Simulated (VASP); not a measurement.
A run of VASP 6.6.1 is set up as follows.

The input INCAR:

```
SYSTEM = CsBa3
PREC = Accurate
ENCUT = 550
EDIFF = 1E-6
ISMEAR = 0
SIGMA = 0.1
LREAL = .FALSE.
LASPH = .TRUE.
NELM = 80
ALGO = Normal
ISIF = 2
LWAVE = .FALSE.
LCHARG = .TRUE.
GGA = CA
LELF = .TRUE.
LVHAR = .TRUE.
NBANDS = 28
```

Contents of KPOINTS:

```
regular mesh
0
G
  6 6 6
  0 0 0
```

POSCAR

```
CsBa3
1.0
   -3.2464710000      3.2464710000      6.8033830000
    3.2464710000     -3.2464710000      6.8033830000
    3.2464710000      3.2464710000     -6.8033830000
Ba Cs
3 1
Direct
    0.5000000000      0.5000000000      0.0000000000
    0.2500000000      0.7500000000      0.5000000000
    0.7500000000      0.2500000000      0.5000000000
    0.0000000000      0.0000000000      0.0000000000
```

Potentials or basis: VASP PAW LDA potentials, release 64 (Ba_sv_GW, Cs_sv_GW).

Command:

```console
$ cat potpaw_LDA.64/Ba_sv_GW/POTCAR potpaw_LDA.64/Cs_sv_GW/POTCAR > POTCAR
$ mpirun -np 1 vasp_std > vasp.out
```

Q: Estimate the band gap on the k mesh.

A: None (metal or under the smearing width).

Q: What does it give for the pressure?

A: -1.1 GPa.

Stress tensor (GPa, compression positive):
```
-1.04  0.00  0.00
 0.00 -1.04  0.00
 0.00  0.00 -1.15
```

Spin-orbit coupling is left out, which matters for the levels of Ba, Cs.
